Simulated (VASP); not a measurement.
Data:

```yaml
crystal:
  lattice:
    - [0.00000, 1.88737, 1.88737]
    - [1.88737, 0.00000, 1.88737]
    - [1.88737, 1.88737, 0.00000]
  atoms:
    - { symbol: Rh, position: [0.00000, 0.00000, 0.00000] }
```

Calculation: PBEsol GGA with spin-orbit coupling, VASP's PBE PAW potentials (set 64) (plane waves; VASP). Run with 400 eV cut-off, 15×15×15 Γ-centred mesh, Gaussian smearing of 0.050 eV, potentials Rh_pv.

Task: Estimate the energy per atom (σ→0), band gap (over mesh and band path) with the smallest direct gap where there is one.

Result: 
The band gap (over mesh and band path) is none (metal, semimetal or under 0.01 eV) and the energy per atom (σ→0) is -8.292 eV/atom.

Total energies compare only between runs with the same potentials, cut-off and functional.

The compound is Rh in the fcc structure. It was relaxed first.
